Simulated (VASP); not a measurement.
Set up this calculation in VASP 6.6.1, as the native input.

| Quantity | Value |
| --- | --- |
| Task | single point |
| Functional | PBE |
| Potentials or basis | VASP PAW PBE potentials, release 64 (Ir, C) |
| Cutoff | 520 eV |
| k mesh | 4 × 4 × 4 |
| Occupations | gaussian, width 0.1 eV |
| Spin | no spin polarisation |
| Dipole correction | no |
| Further INCAR settings | ALGO = Fast; EDIFF = 1e-07; NBANDS = 30 |

The structure of Ir3C4 lies in POSCAR:

```
Ir3C4
1.0
    4.2739355048      0.0000000000      0.0000000000
    0.0000000000      4.2739355048      0.0000000000
    0.0000000000      0.0000000000      4.2739355048
Ir C
3 4
Direct
    0.5000000000      0.5000000000      0.0000000000
    0.0000000000      0.5000000000      0.5000000000
    0.5000000000      0.0000000000      0.5000000000
    0.5000000000      0.5000000000      0.5000000000
    0.5000000000      0.0000000000      0.0000000000
    0.0000000000      0.5000000000      0.0000000000
    0.0000000000      0.0000000000      0.5000000000
```

The cell was built by a generator and needn't be a form met in nature.

The cell isn't the ideal one: species swapped into the W3N4 type (Pm-3m, No. 221).

These files were run (other wordings do the same):

INCAR

```
SYSTEM = Ir3C4
  PREC = Accurate
  ENCUT = 520
  EDIFF = 1E-7
  ISMEAR = 0
  SIGMA = 0.1
  LREAL = .FALSE.
  LASPH = .TRUE.
  NELM = 60
  ALGO = Fast
  ISIF = 2
  LWAVE = .FALSE.
  LCHARG = .FALSE.
  GGA = PE
  NBANDS = 30
```

KPOINTS

```
Automatic mesh
0
G
  4 4 4
  0 0 0
```

Potentials or basis: VASP PAW PBE potentials, release 64 (Ir, C).

Run with:

```console
$ cat potpaw_PBE.64/Ir/POTCAR potpaw_PBE.64/C/POTCAR > POTCAR
$ mpirun -np 1 vasp_std > vasp.out
```

It gave:

```
Pressure               : 1.7 GPa
Band gap on the k mesh : none (metal or under the smearing width)
```

Caveat: the k mesh is coarse (spacing up to 0.37 Å⁻¹), so the values aren't converged.

Run time: 17 s on 1 thread of AMD EPYC 9R45 (Zen 5), on a shared host, peak memory 0.15 GiB.
